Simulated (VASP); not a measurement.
OSZICAR of a VASP run on CoSi (relaxed from the NbAs structure, space group Fdd2):

File OSZICAR:
```
       N       E                     dE             d eps       ncg     rms          rms(c)
DAV:   1     0.129521756464E+03    0.12952E+03   -0.11334E+04  9520   0.167E+03
DAV:   2    -0.249075058008E+02   -0.15443E+03   -0.15105E+03  9520   0.318E+02
DAV:   3    -0.319807698712E+02   -0.70733E+01   -0.69435E+01 11510   0.815E+01
DAV:   4    -0.322259754370E+02   -0.24521E+00   -0.24396E+00 12649   0.135E+01
DAV:   5    -0.322318833805E+02   -0.59079E-02   -0.59050E-02 12580   0.192E+00    0.209E+01
DAV:   6    -0.359096019776E+02   -0.36777E+01   -0.85519E+01 12556   0.147E+02    0.207E+01
DAV:   7    -0.289950203541E+02    0.69146E+01   -0.37890E+01 11390   0.103E+02    0.535E+00
DAV:   8    -0.290520439365E+02   -0.57024E-01   -0.18909E+00 10034   0.943E+00    0.195E+00
DAV:   9    -0.290144519498E+02    0.37592E-01   -0.12350E-01 13386   0.565E+00    0.674E-01
DAV:  10    -0.290119365168E+02    0.25154E-02   -0.62980E-03 14288   0.716E-01    0.136E-01
DAV:  11    -0.290118438049E+02    0.92712E-04   -0.64628E-04 13914   0.370E-01    0.606E-02
DAV:  12    -0.290118236072E+02    0.20198E-04   -0.54024E-05 14274   0.858E-02    0.174E-02
DAV:  13    -0.290118224692E+02    0.11380E-05   -0.67766E-06 14975   0.252E-02    0.777E-03
DAV:  14    -0.290118224747E+02   -0.55227E-08   -0.88808E-07 10546   0.118E-02
   1 F= -.29011822E+02 E0= -.29012357E+02  d E =0.160279E-02
```

Problem. Which electronic solver shows in the log?

Solution. It is blocked Davidson (ALGO = Normal, or the opening steps of other solvers). The INCAR had ALGO = Normal.

Problem. How was spin treated?

Solution. Without spin polarisation: there is no mag entry.

Problem. Can the final energy be trusted as converged?

Solution. The run converged. It stopped with EDIFF = 1E-7, NELM = 100 (PBEsol GGA, plane waves, VASP's PBE PAW potentials (set 64)).

The structure was generated: CoSi was put into the NbAs type (I4_1md), which need not be its known phase. This cell was strained or had an atom moved on purpose. The run is not spin-polarised, so no magnetic state was tried.
